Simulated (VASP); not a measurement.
Given:

```
CELL_PARAMETERS angstrom
      2.55394     0.00000     0.00000
     -1.27697     2.21178     0.00000
      0.00000     0.00000     4.22685
ATOMIC_POSITIONS crystal
  B  0.66667 0.33333 0.99972
  B  0.33333 0.66667 0.49972
  N  0.66667 0.33333 0.62528
  N  0.33333 0.66667 0.12528
```

Level of theory: PBE GGA, VASP's PBE PAW potentials (set 64) (plane waves; VASP). Settings: 500 eV cut-off, 9×9×5 Γ-centred mesh, Gaussian smearing of 0.050 eV, potentials B N.

Problem. Estimate the energy per atom (σ→0), band gap (on the k-mesh) with the smallest direct gap where there is one.

Solution. 
```json
{
 "band gap (on the k-mesh)": "5.20 eV",
 "smallest direct gap (on the k-mesh)": "8.22 eV",
 "energy per atom (σ→0)": "-8.708 eV/atom"
}
```

Only differences to runs with the same potentials and settings are physical.

The structure comes from a computed database's BN entry (P6_3mc); how it stands against other phases isn't given here. The cell was not relaxed at this level. The start is the result of an earlier pass.
